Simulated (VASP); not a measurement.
Method: optB86b-vdW, VASP's PBE PAW potentials (set 64) (plane waves; VASP).

The input files of a VASP run:

### INCAR
```
! general
SYSTEM   = ZnSe
PREC     = Accurate
ENCUT    = 520
LREAL    = F
LASPH    = T

! electronic loop
EDIFF    = 1E-7
NELM     = 100
ALGO     = Normal
LMAXMIX  = 4

! smearing
ISMEAR   = 0
SIGMA    = 0.05

! functional
GGA      = MK
LUSE_VDW = T
AGGAC    = 0.0
PARAM1   = 0.1234
PARAM2   = 1.0

! ions
ISIF     = 2

! output
LWAVE    = F
LCHARG   = F
```

### POSCAR
```
ZnSe
1
    0.0000000000     2.9030394944     2.9030394944
    2.9030394944     0.0000000000     2.9030394944
    2.9030394944     2.9030394944     0.0000000000
Zn Se
1 1
Direct
  0.0000000000   0.0000000000   0.0000000000
  0.2500000000   0.2500000000   0.2500000000
```

### KPOINTS
```
Automatic mesh
0
Gamma
8 8 8
0 0 0
```

POTCAR, in this order: Zn Se (PBE.64 set). Program: vasp_std.

Output of the run:

### OSZICAR
```
       N       E                     dE             d eps       ncg     rms          rms(c)
DAV:   1     0.916381123590E+02    0.91638E+02   -0.89916E+03   754   0.155E+03
DAV:   2     0.419686544679E+01   -0.87441E+02   -0.83530E+02   819   0.278E+02
DAV:   3    -0.160575259464E+01   -0.58026E+01   -0.57748E+01   909   0.709E+01
DAV:   4    -0.166409403691E+01   -0.58341E-01   -0.58325E-01   844   0.764E+00
DAV:   5    -0.166443869142E+01   -0.34465E-03   -0.34464E-03   879   0.538E-01    0.423E+00
DAV:   6    -0.139359484302E+01    0.27084E+00   -0.69854E-01  1080   0.267E+01    0.322E+00
DAV:   7    -0.137946934788E+01    0.14125E-01   -0.16452E-01   814   0.414E+00    0.137E+00
DAV:   8    -0.137965594852E+01   -0.18660E-03   -0.38217E-03   874   0.624E-01    0.421E-01
DAV:   9    -0.137986297130E+01   -0.20702E-03   -0.92898E-04   804   0.285E-01    0.675E-02
DAV:  10    -0.137991987530E+01   -0.56904E-04   -0.85200E-05   834   0.916E-02    0.151E-02
DAV:  11    -0.137992883649E+01   -0.89612E-05   -0.15040E-05   842   0.410E-02    0.381E-03
DAV:  12    -0.137992952387E+01   -0.68737E-06   -0.17151E-06   869   0.163E-02    0.287E-03
DAV:  13    -0.137992953280E+01   -0.89299E-08   -0.32248E-07   775   0.664E-03
   1 F= -.13799295E+01 E0= -.13799295E+01  d E =-.176559E-12
```

File OUTCAR:
```
------------------------ aborting loop because EDIFF is reached ----------------------------------------
  FORCE on cell =-STRESS in cart. coord.  units (eV):
  Direction    XX          YY          ZZ          XY          YZ          ZX
  --------------------------------------------------------------------------------------
  Total       -0.9467486     -0.9467486     -0.9467486      0.0000000      0.0000000     -0.0000000
  in kB      -30.9996232    -30.9996232    -30.9996232      0.0000000      0.0000000     -0.0000000
  external PRESSURE =     -30.9996232 kB  Pullay stress =       0.0000000 kB
  volume of cell :       48.93
      direct lattice vectors                 reciprocal lattice vectors
     0.000000000  2.903039494  2.903039494    -0.172233275  0.172233275  0.172233275
     2.903039494  0.000000000  2.903039494     0.172233275 -0.172233275  0.172233275
     2.903039494  2.903039494  0.000000000     0.172233275  0.172233275 -0.172233275
  FREE ENERGIE OF THE ION-ELECTRON SYSTEM (eV)
  ---------------------------------------------------
  free  energy   TOTEN  =        -1.3799295328 eV

  energy  without entropy=       -1.3799295328  energy(sigma->0) =       -1.37992953
```
(Selected blocks of OUTCAR.)

The compound is ZnSe in the zinc blende structure. This cell is one point of a volume scan, at 1.06 of the reference volume.
